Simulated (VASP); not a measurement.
Crystal: CdS.

```xyz
4
Lattice="4.1500 0.0000 0.0000 -2.0750 3.5940 0.0000 0.0000 0.0000 6.7370" Properties=species:S:1:pos:R:3 pbc="T T T"
Cd    0.0000    2.3960    0.0000
Cd    2.0750    1.1980    3.3685
S     0.0000    2.3960    2.5264
S     2.0750    1.1980    5.8949
```

- Program: VASP 6.6.1
- Task: relaxation of cell and atoms
- Functional: PBE
- Potentials or basis: VASP PAW PBE potentials, release 64 (Cd, S)
- Cutoff: 700 eV
- k mesh: 9 × 9 × 6
- Occupations: gaussian, width 0.02 eV
- Spin: no spin polarisation

At the start: pressure 2.4 GPa; volume 25.12 Å³/atom.

Question: Where does the relaxation end?

Answer: Over 9 steps the energy falls by 7.9 meV/atom and the volume is 26.18 Å³/atom (+4.2 %); space group P6_3mc (No. 186, to 0.05 Å).

The path:
```
step  energy change (eV)  largest force (eV/Å)  pressure (GPa)  volume (Å³)
   1              0.0000                0.0695            2.42       100.48
   2             -0.0285                0.0020           -0.69       106.11
   3             -0.0316                0.0150            0.00       104.71
   4             -0.0316                0.0142           -0.05       104.79
   5             -0.0316                0.0071            0.01       104.68
   6             -0.0316                0.0064            0.02       104.67
   7             -0.0316                0.0040            0.01       104.69
   8             -0.0316                0.0017           -0.02       104.74
   9             -0.0316                0.0007            0.00       104.72
```

Final structure:
```xyz
4
Lattice="4.2035 0.0000 0.0000 -2.1018 3.6404 0.0000 0.0000 0.0000 6.8432" Properties=species:S:1:pos:R:3 pbc="T T T"
Cd    0.0000    2.4269    6.8380
Cd    2.1018    1.2135    3.4164
S     0.0000    2.4269    2.5713
S     2.1018    1.2135    5.9929
```
